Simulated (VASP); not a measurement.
Here is a VASP 6.6.1 calculation.

Contents of INCAR:

```
SYSTEM = AlN
ALGO = Normal ; EDIFF = 1E-7
ENCUT = 450 ; GGA = PE
ISIF = 2 ; ISMEAR = 0
LASPH = .True. ; LCHARG = .False.
LREAL = .False. ; LWAVE = .False.
NBANDS = 16 ; NELM = 80
PREC = Accurate ; SIGMA = 0.02
```

KPOINTS

```
k-points
0
Gamma
  9 9 6
  0 0 0
```

Contents of POSCAR:

```
AlN
1.0
    3.1130000000      0.0000000000      0.0000000000
   -1.5565000000      2.6959370800      0.0000000000
    0.0000000000      0.0000000000      4.9810000000
Al N
2 2
Direct
    0.3333333300      0.6666666700      0.0000000000
    0.6666666700      0.3333333300      0.5000000000
    0.3333333300      0.6666666700      0.3800000000
    0.6666666700      0.3333333300      0.8800000000
```

Potentials or basis: VASP PAW PBE potentials, release 64 (Al, N).

Launch:

```console
$ cat potpaw_PBE.64/Al/POTCAR potpaw_PBE.64/N/POTCAR > POTCAR
$ mpirun -np 1 vasp_std > vasp.out
```

Task: Estimate the band gap on the k mesh.

Result: 4.22 eV, direct.

Task: Predict the largest force.

Result: 0.129 eV/Å.

Forces on the atoms (eV/Å):
```
Al   0.000  0.000 -0.129
Al   0.000  0.000 -0.129
N    0.000  0.000  0.129
N    0.000  0.000  0.129
```

Caveat: an odd mesh through Γ misses points on the zone boundary, where band edges often lie.

The gap isn't set beside the measured one, since this odd mesh misses points on the zone boundary.
